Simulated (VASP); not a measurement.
Energy against volume of Li₂O (antifluorite). These are RPBE GGA, VASP's PBE PAW potentials (set 64) (plane waves; VASP 6.6.1) values and carry that method's errors. Settings: 520 eV cut-off, 8×8×8 Γ-centred mesh, Gaussian smearing of 0.050 eV, potentials Li_sv O.

```csv
V (Å³/atom),E (eV/atom)
8.342,-4.54958
8.600,-4.55216
8.858,-4.55105
9.116,-4.54672
```

Q: Fit these four points and predict the energy of the run at 8.084 Å³/atom.

A: A cubic in V^(−2/3), the third-order Birch-Murnaghan form, passes through the four points with V0 = 8.65 Å³/atom and B0 = 75 GPa, and gives -4.5428 eV/atom there. The run gave -4.5427 eV/atom, +0.1 meV/atom from the fit; all five points give B0 = 75 GPa.

The compound is Li2O in the antifluorite structure. It was relaxed first, which changed the volume by +5 %.
